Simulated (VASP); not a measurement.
# GW on Silicon: a test of the settings, part 2 of 3

Aim: test the GW correction to the gap of Silicon. The starting structure is a measured crystal structure from the Crystallography Open Database. Cell and atoms stay as given.

VASP 6.6.1.

Results so far: G0W0 (response cutoff 100 eV, 4×4×4 mesh) 1.07 eV; G0W0 (response cutoff 160 eV, 4×4×4 mesh) 1.16 eV.

**4. G0W0 (response cutoff 240 eV, 4×4×4 mesh)**

Level of this step: G0W0 on LDA; plane waves and PAW (Si_GW) (VASP).

It reads the orbitals and their derivatives (WAVECAR and WAVEDER) of a run with the empty bands, which follows a ground-state run; neither is shown.

File INCAR:

```
SYSTEM = Si
PREC = Accurate
ENCUT = 300
ISMEAR = 0
SIGMA = 0.01
LREAL = .FALSE.
GGA = CA
NBANDS = 344
ALGO = EVGW0
NELMGW = 1
ENCUTGW = 240
NOMEGA = 40
PRECFOCK = Fast
NBANDSGW = 16
LWAVE = .FALSE.
LCHARG = .FALSE.
```

File POSCAR:

```
Si
1.0
    0.0000000000      2.7154800000      2.7154800000
    2.7154800000      0.0000000000      2.7154800000
    2.7154800000      2.7154800000      0.0000000000
Si
2
Direct
    0.7500000000      0.7500000000      0.7500000000
    0.5000000000      0.5000000000      0.5000000000
```

File KPOINTS:

```
Automatic mesh
0
Gamma
4 4 4
0 0 0
```

Potentials, in the order of the species: Si_GW (LDA family, release 64).

Run with:

```sh
> mpirun -np 8 vasp_std
```

What it wrote:

```text
[banner, memory and clock lines left out]
running    8 mpi-ranks, on    1 nodes
[...]
[... a notice as in an earlier step ...]

|                                                                             |
|           W    W    AA    RRRRR   N    N  II  N    N   GGGG   !!!           |
|           W    W   A  A   R    R  NN   N  II  NN   N  G    G  !!!           |
|           W    W  A    A  R    R  N N  N  II  N N  N  G       !!!           |
|           W WW W  AAAAAA  RRRRR   N  N N  II  N  N N  G  GGG   !            |
|           WW  WW  A    A  R   R   N   NN  II  N   NN  G    G                |
|           W    W  A    A  R    R  N    N  II  N    N   GGGG   !!!           |
|                                                                             |
|     The default for ENCUTGWSOFT is different in this version of VASP.       |
|     please manually set ENCUTGWSOFT =240 in the INCAR file.                 |
|                                                                             |

[...]
total number of BLAS operations       1189.30 Gflops
NQ=   4    0.2500    0.2500    0.0000,
|.........|.........|.........|.........|.........|.........|.........|.........
 performed       1884000 updates of chi_q(r,r)
 total number of BLAS operations       1726.13 Gflops
NQ=   5    0.5000    0.2500    0.0000,
|.........|.........|.........|.........|.........|.........|.........|.........
 performed       2696000 updates of chi_q(r,r)
 total number of BLAS operations       2468.76 Gflops
NQ=   6   -0.2500    0.2500    0.0000,
|.........|.........|.........|.........|.........|.........|.........|.........
 performed       3420000 updates of chi_q(r,r)
 total number of BLAS operations       3134.82 Gflops
NQ=   7    0.5000    0.5000    0.0000,
|.........|.........|.........|.........|.........|.........|.........|.........
 performed       3836000 updates of chi_q(r,r)
 total number of BLAS operations       3524.31 Gflops
NQ=   8   -0.2500    0.5000    0.2500,
|.........|.........|.........|.........|.........|.........|.........|.........
 performed       4384000 updates of chi_q(r,r)
 total number of BLAS operations       3996.27 Gflops
 resolving degeneracies of screened two electron integrals

 calculate QP shifts <psi_nk| G(iteration)W_0 |psi_nk>: iteration 1
 entering main loop
[key lines of the parts left out:]
E-fermi :   5.7532
```

The job ended after 46 s (8 MPI ranks of AMD EPYC 7R43, shared host; peak memory 1.6 GiB).

Parts of OUTCAR (step 4):

```text
 QP shifts <psi_nk| G(iteration)W_0 |psi_nk>: iteration 1
 for sc-GW calculations column KS-energies equals QP-energies in previous step
 and V_xc(KS)=  KS-energies - (<T + V_ion + V_H > + <T+V_H+V_ion>^1  + <V_x>^1)
 k-point   1 :       0.0000    0.0000    0.0000
  band No.  KS-energies  QP-energies   sigma(KS)   V_xc(KS)     V^pw_x(r,r')   Z            occupation Imag(sigma)
      1      -6.5091      -7.0360     -11.3786     -10.6010     -17.4769       0.6776       2.0000       1.0106
      2       5.4643       4.9250     -12.2826     -11.5712     -12.9883       0.7581       2.0000      -0.0982
      3       5.4643       4.9250     -12.2826     -11.5712     -12.9883       0.7581       2.0000      -0.0982
      4       5.4643       4.9250     -12.2826     -11.5712     -12.9883       0.7581       2.0000      -0.0982
      5       7.9712       8.1393     -10.0882     -10.3120      -5.5851       0.7506       0.0000      -0.2441
      6       7.9712       8.1393     -10.0882     -10.3120      -5.5851       0.7506       0.0000      -0.2441
      7       7.9712       8.1393     -10.0882     -10.3120      -5.5851       0.7506       0.0000      -0.2441
      8       8.6628       8.9723     -10.9569     -11.3696      -5.8979       0.7499       0.0000      -0.2965
    ...

[... 1 part as in an earlier step ...]

[... 2 further parts left out ...]
[key lines of the parts left out:]
E-fermi :   5.7532
```

G0W0 (response cutoff 240 eV, 4×4×4 mesh): the quasiparticle gap on this mesh is 1.200 eV, +0.622 eV from the LDA gap on the same points, with 344 bands.

**5. GW0 with iterated eigenvalues (response cutoff 160 eV, 4×4×4 mesh)**

It reads the orbitals and their derivatives (WAVECAR and WAVEDER) of a run with the empty bands, which follows a ground-state run; neither is shown.

INCAR: that of step 4 with these lines changed.

```diff
@@ -7,6 +7,6 @@
 GGA = CA
-NBANDS = 344
+NBANDS = 192
 ALGO = EVGW0
-NELMGW = 1
-ENCUTGW = 240
+NELMGW = 4
+ENCUTGW = 160
 NOMEGA = 40
```

POSCAR is that of step 4.

KPOINTS is that of step 4.

Run with:

```sh
> mpirun -np 8 vasp_std
```

What it wrote:

```text
[banner, memory and clock lines left out]
running    8 mpi-ranks, on    1 nodes
[...]
[... a notice as in an earlier step ...]

 [... a notice as in an earlier step ...]

 LDA part: xc-table for (Slater(with rela. corr.)+CA(PZ))
 , standard interpolation
 found WAVECAR, reading the header
 POSCAR, INCAR and KPOINTS ok, starting setup
[...]
reading WAVECAR
 the WAVECAR file was read successfully
 initial charge from wavefunction
 available memory per node:     95.27 GB, setting MAXMEM to     97556

 The Fermi energy was updated, please check that it is located mid-gap
 values below the HOMO (VB) or above the LUMO (CB) will cause erroneous energies
 E-fermi :   5.7532

 calculate exact exchange contribution
 the WAVEDER file was read successfully
 [... a notice as in an earlier step ...]

energies w=
    0.000    0.000    0.334    0.000    0.665    0.000    0.993    0.000
    1.315    0.000    1.631    0.000    1.940    0.000    2.241    0.000
[...]
total number of BLAS operations        185.04 Gflops
NQ=   4    0.2500    0.2500    0.0000,
|.........|.........|.........|.........|.........|.........|.........|.........
 performed       1047000 updates of chi_q(r,r)
 total number of BLAS operations        265.51 Gflops
NQ=   5    0.5000    0.2500    0.0000,
|.........|.........|.........|.........|.........|.........|.........|.........
 performed       1499000 updates of chi_q(r,r)
 total number of BLAS operations        390.77 Gflops
NQ=   6   -0.2500    0.2500    0.0000,
|.........|.........|.........|.........|.........|.........|.........|.........
 performed       1902000 updates of chi_q(r,r)
 total number of BLAS operations        495.35 Gflops
NQ=   7    0.5000    0.5000    0.0000,
|.........|.........|.........|.........|.........|.........|.........|.........
 performed       2133000 updates of chi_q(r,r)
 total number of BLAS operations        562.19 Gflops
NQ=   8   -0.2500    0.5000    0.2500,
|.........|.........|.........|.........|.........|.........|.........|.........
 performed       2438000 updates of chi_q(r,r)
 total number of BLAS operations        659.83 Gflops
 resolving degeneracies of screened two electron integrals

 calculate QP shifts <psi_nk| G(iteration)W_0 |psi_nk>: iteration 4
 entering main loop
```

Run time: 69 s. Hardware: 8 MPI ranks; peak memory 1.1 GiB; 9.1 min of CPU time.

Parts of OUTCAR (step 5):

```text
 QP shifts <psi_nk| G(iteration)W_0 |psi_nk>: iteration 2
 k-point   1 :       0.0000    0.0000    0.0000
  band No. old QP-enery  QP-energies   sigma(KS)   T+V_ion+V_H  V^pw_x(r,r')   Z            occupation Imag(sigma)
      1      -6.9691      -7.1103     -11.2698       4.0920     -17.4769       0.6767       2.0000       1.0994
      2       5.0171       4.9529     -12.1038      17.0355     -12.9883       0.7519       2.0000      -0.0284
      3       5.0171       4.9529     -12.1038      17.0355     -12.9883       0.7519       2.0000      -0.0284
      4       5.0171       4.9529     -12.1038      17.0355     -12.9883       0.7519       2.0000      -0.0284
      5       8.1967       8.2226     -10.0520      18.2832      -5.5851       0.7498       0.0000      -0.2002
      6       8.1967       8.2226     -10.0520      18.2832      -5.5851       0.7498       0.0000      -0.2002
      7       8.1967       8.2226     -10.0520      18.2832      -5.5851       0.7498       0.0000      -0.2002
      8       9.0531       9.1001     -10.9164      20.0324      -5.8979       0.7461       0.0000      -0.2113
    ...

 QP shifts <psi_nk| G(iteration)W_0 |psi_nk>: iteration 3
 k-point   1 :       0.0000    0.0000    0.0000
  band No. old QP-enery  QP-energies   sigma(KS)   T+V_ion+V_H  V^pw_x(r,r')   Z            occupation Imag(sigma)
      1      -7.1103      -7.1488     -11.2590       4.0920     -17.4769       0.6788       2.0000       1.1065
      2       4.9529       4.9418     -12.0973      17.0355     -12.9883       0.7531       2.0000      -0.0282
      3       4.9529       4.9418     -12.0973      17.0355     -12.9883       0.7531       2.0000      -0.0282
      4       4.9529       4.9418     -12.0973      17.0355     -12.9883       0.7531       2.0000      -0.0282
      5       8.2226       8.2253     -10.0571      18.2832      -5.5851       0.7509       0.0000      -0.2006
      6       8.2226       8.2253     -10.0571      18.2832      -5.5851       0.7509       0.0000      -0.2006
      7       8.2226       8.2253     -10.0571      18.2832      -5.5851       0.7509       0.0000      -0.2006
      8       9.1001       9.1055     -10.9251      20.0324      -5.8979       0.7466       0.0000      -0.2127
    ...

 QP shifts <psi_nk| G(iteration)W_0 |psi_nk>: iteration 4
 k-point   1 :       0.0000    0.0000    0.0000
  band No. old QP-enery  QP-energies   sigma(KS)   T+V_ion+V_H  V^pw_x(r,r')   Z            occupation Imag(sigma)
      1      -7.1488      -7.1585     -11.2551       4.0920     -17.4769       0.6776       2.0000       1.1097
      2       4.9418       4.9396     -12.0966      17.0355     -12.9883       0.7534       2.0000      -0.0282
      3       4.9418       4.9396     -12.0966      17.0355     -12.9883       0.7534       2.0000      -0.0282
      4       4.9418       4.9396     -12.0966      17.0355     -12.9883       0.7534       2.0000      -0.0282
      5       8.2253       8.2254     -10.0578      18.2832      -5.5851       0.7510       0.0000      -0.2007
      6       8.2253       8.2254     -10.0578      18.2832      -5.5851       0.7510       0.0000      -0.2007
      7       8.2253       8.2254     -10.0578      18.2832      -5.5851       0.7510       0.0000      -0.2007
      8       9.1055       9.1059     -10.9263      20.0324      -5.8979       0.7466       0.0000      -0.2129
    ...

[... 3 parts as in an earlier step ...]

[... 1 further part left out ...]
[key lines of the parts left out:]
E-fermi :   5.7532
```

GW0 with iterated eigenvalues (response cutoff 160 eV, 4×4×4 mesh): the quasiparticle gap on this mesh is 1.250 eV, +0.672 eV from the LDA gap on the same points, with 192 bands.

**6. G0W0 (response cutoff 100 eV, 5×5×5 mesh)**

It reads the orbitals and their derivatives (WAVECAR and WAVEDER) of a run with the empty bands, which follows a ground-state run; neither is shown.

INCAR: that of step 5 with these lines changed.

```diff
@@ -7,6 +7,6 @@
 GGA = CA
-NBANDS = 192
+NBANDS = 96
 ALGO = EVGW0
-NELMGW = 4
-ENCUTGW = 160
+NELMGW = 1
+ENCUTGW = 100
 NOMEGA = 40
```

POSCAR is that of step 5.

File KPOINTS:

```
Automatic mesh
0
Gamma
5 5 5
0 0 0
```

Run with:

```sh
> mpirun -np 8 vasp_std
```

What it wrote:

```text
[banner, memory and clock lines left out]
running    8 mpi-ranks, on    1 nodes
[...]
[... a notice as in an earlier step ...]

 [... a notice as in an earlier step ...]

 LDA part: xc-table for (Slater(with rela. corr.)+CA(PZ))
 , standard interpolation
 found WAVECAR, reading the header
 POSCAR, INCAR and KPOINTS ok, starting setup
[...]
reading WAVECAR
 the WAVECAR file was read successfully
 initial charge from wavefunction
 available memory per node:     92.55 GB, setting MAXMEM to     94772

 The Fermi energy was updated, please check that it is located mid-gap
 values below the HOMO (VB) or above the LUMO (CB) will cause erroneous energies
 E-fermi :   5.6733

 calculate exact exchange contribution
 the WAVEDER file was read successfully
 [... a notice as in an earlier step ...]

energies w=
    0.000    0.000    0.332    0.000    0.663    0.000    0.989    0.000
    1.311    0.000    1.626    0.000    1.933    0.000    2.234    0.000
[...]
total number of BLAS operations         80.30 Gflops
NQ=   6   -0.4000    0.2000    0.0000,
|.........|.........|.........|.........|.........|.........|.........|.........
 performed       1688000 updates of chi_q(r,r)
 total number of BLAS operations        106.95 Gflops
NQ=   7   -0.2000    0.2000    0.0000,
|.........|.........|.........|.........|.........|.........|.........|.........
 performed       2041000 updates of chi_q(r,r)
 total number of BLAS operations        132.45 Gflops
NQ=   8    0.4000    0.4000    0.0000,
|.........|.........|.........|.........|.........|.........|.........|.........
 performed       2295000 updates of chi_q(r,r)
 total number of BLAS operations        148.23 Gflops
NQ=   9   -0.4000    0.4000    0.0000,
|.........|.........|.........|.........|.........|.........|.........|.........
 performed       2648000 updates of chi_q(r,r)
 total number of BLAS operations        173.73 Gflops
NQ=  10   -0.4000    0.4000    0.2000,
|.........|.........|.........|.........|.........|.........|.........|.........
 performed       3099000 updates of chi_q(r,r)
 total number of BLAS operations        204.29 Gflops
 resolving degeneracies of screened two electron integrals

 calculate QP shifts <psi_nk| G(iteration)W_0 |psi_nk>: iteration 1
 entering main loop
```

The job ended after 23 s (8 MPI ranks; peak memory 0.91 GiB).

From OUTCAR (step 6):

```text
 QP shifts <psi_nk| G(iteration)W_0 |psi_nk>: iteration 1
 for sc-GW calculations column KS-energies equals QP-energies in previous step
 and V_xc(KS)=  KS-energies - (<T + V_ion + V_H > + <T+V_H+V_ion>^1  + <V_x>^1)
 k-point   1 :       0.0000    0.0000    0.0000
  band No.  KS-energies  QP-energies   sigma(KS)   V_xc(KS)     V^pw_x(r,r')   Z            occupation Imag(sigma)
      1      -6.5281      -6.8678     -11.1168     -10.6037     -17.4934       0.6621       2.0000       1.2551
      2       5.4382       5.1681     -11.9246     -11.5645     -12.7828       0.7501       2.0000       0.1125
      3       5.4382       5.1681     -11.9246     -11.5645     -12.7828       0.7501       2.0000       0.1125
      4       5.4382       5.1681     -11.9246     -11.5645     -12.7828       0.7501       2.0000       0.1125
      5       7.9571       8.2952      -9.8675     -10.3172      -5.6834       0.7518       0.0000      -0.0574
      6       7.9571       8.2952      -9.8675     -10.3172      -5.6834       0.7518       0.0000      -0.0574
      7       7.9571       8.2952      -9.8675     -10.3172      -5.6834       0.7518       0.0000      -0.0574
      8       8.6373       9.1779     -10.6485     -11.3753      -6.0528       0.7438       0.0000      -0.0546
    ...

[... 1 part as in an earlier step ...]

[... 2 further parts left out ...]
[key lines of the parts left out:]
E-fermi :   5.6733
```

G0W0 (response cutoff 100 eV, 5×5×5 mesh): the quasiparticle gap on this mesh is 0.960 eV, +0.490 eV from the LDA gap on the same points, with 96 bands.

[end of part 2 of 3]

[Lines on the potential files, build, host, timing and source positions are cut from VASP's logs without a mark.]

[Logs are printed without paths, hosts, clocks, repeated set-up lines and the standing remarks that a program may print on its own settings, such as how far it seeks lower states.]

[Hosts, paths, dates, database ids (printed as entryN), source tags and the programs' standing remarks are cut or masked in the printed files.]
